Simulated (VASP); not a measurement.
OSZICAR of a VASP run on Ni (fcc):

File OSZICAR:
```
       N       E                     dE             d eps       ncg     rms          rms(c)
DAV:   1     0.211116510556E+02    0.21112E+02   -0.47043E+03  7173   0.142E+03
DAV:   2    -0.727409639039E+01   -0.28386E+02   -0.27329E+02  7080   0.166E+02
DAV:   3    -0.769263479019E+01   -0.41854E+00   -0.41784E+00  8108   0.266E+01
DAV:   4    -0.769642803520E+01   -0.37932E-02   -0.37929E-02  8004   0.223E+00
DAV:   5    -0.769652217334E+01   -0.94138E-04   -0.94137E-04  8181   0.305E-01    0.110E+01
DAV:   6    -0.689225374646E+01    0.80427E+00   -0.16305E+01  7382   0.681E+01    0.556E+00
DAV:   7    -0.660577972214E+01    0.28647E+00   -0.24700E+00  7421   0.253E+01    0.217E+00
DAV:   8    -0.658371771204E+01    0.22062E-01   -0.26530E-02 10113   0.188E+00    0.942E-01
DAV:   9    -0.658134067284E+01    0.23770E-02   -0.12729E-03 10359   0.332E-01    0.269E-01
DAV:  10    -0.658066352397E+01    0.67715E-03   -0.53303E-04  9894   0.192E-01    0.394E-02
DAV:  11    -0.658066458044E+01   -0.10565E-05   -0.52391E-06  7251   0.314E-02    0.252E-02
DAV:  12    -0.658066488034E+01   -0.29990E-06   -0.52525E-06  5046   0.214E-02
   1 F= -.65806649E+01 E0= -.65807553E+01  d E =-.658066E+01  mag=     0.5999
```

Task: Which electronic solver shows in the log?

Result: It is blocked Davidson (ALGO = Normal, or the opening steps of other solvers). The INCAR had ALGO = Normal.

Task: How was spin treated?

Result: Collinear spin (ISPIN = 2): the summary line carries one mag value, 0.60 μB in the cell.

Task: Can the final energy be trusted as converged?

Result: The run converged. It stopped with EDIFF = 1E-6, NELM = 100, NSW = 40 and EDIFFG = -0.02 after 1 ionic step (LDA (Ceperley-Alder, Perdew-Zunger), plane waves, VASP's LDA PAW potentials (set 64)).

The compound is Ni in the fcc structure. It was relaxed first, which changed the volume by -8 %.
